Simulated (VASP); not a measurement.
An input for Quantum ESPRESSO's pw.x (written as the equivalent of a VASP run, and not itself run):

```
&CONTROL
  calculation = 'scf'
  pseudo_dir = './pseudo'
  outdir = './out'
  tprnfor = .true.
  tstress = .true.
/
&SYSTEM
  ibrav = 0
  nat = 2
  ntyp = 2
  ecutwfc = 84
  occupations = 'smearing'
  smearing = 'gaussian'
  degauss = 0.003675
  input_dft = 'pbe'
/
&ELECTRONS
  conv_thr = 7.3e-08
  electron_maxstep = 100
/
ATOMIC_SPECIES
  Y 88.906 Y.upf
  N 14.007 N.upf
CELL_PARAMETERS angstrom
     0.0000000    2.4400000    2.4400000
     2.4400000    0.0000000    2.4400000
     2.4400000    2.4400000    0.0000000
ATOMIC_POSITIONS crystal
  Y    0.0000000  0.0000000  0.0000000
  N    0.5000000  0.5000000  0.5000000
K_POINTS automatic
  8 8 8 0 0 0
```

### Question
Write the VASP files for the same calculation (PBE).

### Answer
One answer among several that fit: 
**POSCAR**
```
YN
3.4506810
  0.0000000000   0.7071068001   0.7071068001
  0.7071068001   0.0000000000   0.7071068001
  0.7071068001   0.7071068001   0.0000000000
Y N
1 1
Cartesian
  0.0000000000   0.0000000000   0.0000000000
  0.7071068001   0.7071068001   0.7071068001
```

KPOINTS:
```
Automatic mesh
0
Gamma
8 8 8
0 0 0
```

### INCAR
```
! general
SYSTEM  = YN
PREC    = Single
ENCUT   = 520
LREAL   = .FALSE.
LASPH   = .TRUE.

! electronic loop
EDIFF   = 1E-6
NELM    = 100
ALGO    = Normal
LMAXMIX = 4

! smearing
ISMEAR  = 0
SIGMA   = 0.05

! functional
GGA     = PE

! ions
ISIF    = 2

! output
LWAVE   = .FALSE.
LCHARG  = .FALSE.
```

POTCAR, in this order: Y_sv N (PBE.64 set). Program: vasp_std.

What does not carry over: the potentials are each code's own (VASP's PAW set, PseudoDojo norm-conserving files in pw.x), so ENCUT and ecutwfc are chosen apart and not converted; conv_thr bounds pw.x's estimated SCF error, while EDIFF bounds the energy change between steps.

The compound is YN in the rock salt structure. The cell was not relaxed at this level. The run is one of a series of settings (PREC = Single against the base run), some of them coarse on purpose.
